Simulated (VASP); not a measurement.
A convergence study with VASP on CsSnI₃ (cubic perovskite): one setting is varied, all else stays as given below, so the limit is that of these other settings.

```
CELL_PARAMETERS angstrom
      6.22000     0.00000     0.00000
      0.00000     6.22000     0.00000
      0.00000     0.00000     6.22000
ATOMIC_POSITIONS crystal
  Cs 0.00000 0.00000 0.00000
  Sn 0.50000 0.50000 0.50000
  I  0.50000 0.00000 0.50000
  I  0.00000 0.50000 0.50000
  I  0.50000 0.50000 0.00000
```

Level of theory: PBE GGA, VASP's PBE PAW potentials (set 64) (plane waves; VASP). The tightest run used: 550 eV cut-off, 12×12×12 Γ-centred mesh, Gaussian smearing of 0.050 eV, potentials Cs_sv Sn_d I.

```tsv
setting	E (eV/atom)	pressure (GPa)	irreducible k-points
1×1×1 mesh	-3.3431	-0.17	1
2×2×2 mesh	-2.6171	1.96	4
3×3×3 mesh	-2.8433	0.15	4
4×4×4 mesh	-2.7908	0.68	10
5×5×5 mesh	-2.8109	0.40	10
```

Q: These are the cheaper rows. Estimate the results at 12×12×12 mesh, and how far the last row shown lies from them.

A: 
| quantity | tightest run | last row shown is off by |
|---|---|---|
| E (eV/atom) | -2.8058 | -0.0051 |
| pressure (GPa) | 0.47 | -0.07 |

Left out are rungs that failed or repeat a setting and relaxations that didn't move; long series are thinned to 24 rows.

The compound is CsSnI3 in the cubic perovskite structure, the ideal cubic form; the compound distorts at low or room temperature. The cell was not relaxed at this level.
